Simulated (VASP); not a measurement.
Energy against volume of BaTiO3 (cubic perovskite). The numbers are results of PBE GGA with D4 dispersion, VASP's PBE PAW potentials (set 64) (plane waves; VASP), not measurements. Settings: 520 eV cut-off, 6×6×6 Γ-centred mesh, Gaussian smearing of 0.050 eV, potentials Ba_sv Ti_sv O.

```
V (Å³/atom)  E (eV/atom)
-----------  -----------
12.142          -8.18232
12.530          -8.20285
12.918          -8.20909
13.305          -8.20324
```

Q: Fit these four points and predict the energy of the run at 13.693 Å³/atom.

A: A cubic in V^(−2/3), the third-order Birch-Murnaghan form, passes through the four points with V0 = 12.91 Å³/atom and B0 = 167 GPa, and gives -8.1871 eV/atom there. The run gave -8.1871 eV/atom, -0.0 meV/atom from the fit; all five points give B0 = 166 GPa.

The compound is BaTiO3 in the cubic perovskite structure, the ideal cubic form; the compound distorts at low or room temperature. It was relaxed first.
